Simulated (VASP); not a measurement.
Input:

```xyz
4
Lattice="2.5539 0.0000 0.0000 -1.2770 2.2118 0.0000 0.0000 0.0000 4.2268" Properties=species:S:1:pos:R:3 pbc="T T T"
B      1.2770     0.7373     4.2257
B      0.0000     1.4745     2.1122
N      1.2770     0.7373     2.6430
N      0.0000     1.4745     0.5295
```

Calculation: PBE GGA, VASP's PBE PAW potentials (set 64) (plane waves; VASP). Run with 500 eV cut-off, Gaussian smearing of 0.050 eV, potentials B N.

Problem. Estimate the band gap (along the path) with the smallest direct gap where there is one.

Solution. 
```yaml
band gap (along the path): 5.20 eV
smallest direct gap (along the path): 8.22 eV
```

The structure comes from a computed database's BN entry (P6_3mc); how it stands against other phases isn't given here. The cell was not relaxed at this level.
